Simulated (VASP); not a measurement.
OSZICAR of a VASP run on CoGa (CsCl type):

OSZICAR:
```
       N       E                     dE             d eps       ncg     rms          rms(c)
DAV:   1     0.913200862824E+02    0.91320E+02   -0.93246E+03  8151   0.223E+03
DAV:   2    -0.303948631633E+01   -0.94360E+02   -0.92292E+02  7854   0.321E+02
DAV:   3    -0.731884287962E+01   -0.42794E+01   -0.42651E+01  8848   0.754E+01
DAV:   4    -0.738017890501E+01   -0.61336E-01   -0.61323E-01 10200   0.839E+00
DAV:   5    -0.738171911477E+01   -0.15402E-02   -0.15402E-02  9196   0.112E+00    0.787E+00
DAV:   6    -0.768137780549E+01   -0.29966E+00   -0.91318E+00  7951   0.425E+01    0.658E+00
DAV:   7    -0.693976223213E+01    0.74162E+00   -0.38339E+00  7798   0.308E+01    0.218E+00
DAV:   8    -0.694289501790E+01   -0.31328E-02   -0.17844E-01  9931   0.509E+00    0.532E-01
DAV:   9    -0.694819150153E+01   -0.52965E-02   -0.18912E-02 10810   0.224E+00    0.208E-01
DAV:  10    -0.695173624994E+01   -0.35447E-02   -0.49456E-03 11662   0.648E-01    0.138E-01
DAV:  11    -0.695357326725E+01   -0.18370E-02   -0.63998E-03 10282   0.757E-01    0.428E-02
DAV:  12    -0.695360184215E+01   -0.28575E-04   -0.23066E-04  8793   0.153E-01    0.149E-02
DAV:  13    -0.695362108001E+01   -0.19238E-04   -0.62691E-05 10811   0.806E-02    0.558E-03
DAV:  14    -0.695362215618E+01   -0.10762E-05   -0.33002E-06  7025   0.214E-02    0.316E-03
DAV:  15    -0.695362252490E+01   -0.36872E-06   -0.16570E-06  4682   0.156E-02
   1 F= -.69536225E+01 E0= -.69537920E+01  d E =0.508403E-03
```

**Question.** Which electronic solver shows in the log?

**Answer.** It is blocked Davidson (ALGO = Normal, or the opening steps of other solvers). The INCAR had ALGO = Normal.

**Question.** How was spin treated?

**Answer.** Without spin polarisation: there is no mag entry.

**Question.** Can the final energy be trusted as converged?

**Answer.** The run converged. It stopped with EDIFF = 1E-6, NELM = 100 (PBE GGA + U (Dudarev), plane waves, VASP's PBE PAW potentials (set 64)).

The compound is CoGa in the CsCl type structure. The cell was not relaxed at this level, atoms are displaced from their ideal sites. The run is one of a series of settings (LDAU = .TRUE., LDAUJ = 0 0, LDAUL = -1 2, LDAUTYPE = 2, LDAUU = 0 4.0 against the base run), some of them coarse on purpose. The run is not spin-polarised, so no magnetic state was tried.
